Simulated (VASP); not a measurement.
```
LaSe
1.0
    0.00000     3.00916     3.00916
    3.00916     0.00000     3.00916
    3.00916     3.00916     0.00000
La Se
1 1
Direct
  0.00000   0.00000   0.00000
  0.50000   0.50000   0.50000
```

All values below come from PBEsol GGA, VASP's PBE PAW potentials (set 64) (plane waves; VASP 6.6.1). Run with 400 eV cut-off, Gaussian smearing of 0.050 eV, potentials La Se.

**Question.** Give the energies of bands 6 to 11 at the high-symmetry points, in eV from the Fermi level.

**Answer.** 
| band | Γ | X | U | L | W |
|---|---|---|---|---|---|
| 6 | -2.90 | -3.67 | -4.32 | -5.68 | -4.52 |
| 7 | -2.90 | -3.08 | -3.80 | -4.50 | -3.68 |
| 8 | -2.90 | -3.08 | -3.72 | -4.50 | -3.68 |
| 9 | 0.09 | -1.85 | -0.48 | 1.05 | 0.49 |
| 10 | 0.09 | 1.64 | 1.43 | 1.49 | 0.49 |
| 11 | 0.09 | 1.65 | 1.54 | 1.49 | 1.70 |

It has no gap at this level: it comes out as a metal or semimetal.

The structure was generated: LaSe was put into the rock salt type (Fm-3m), which need not be its known phase. It was relaxed first, which changed the volume by -38 %. The electron count is odd and the run is not spin-polarised, which forces a metal.
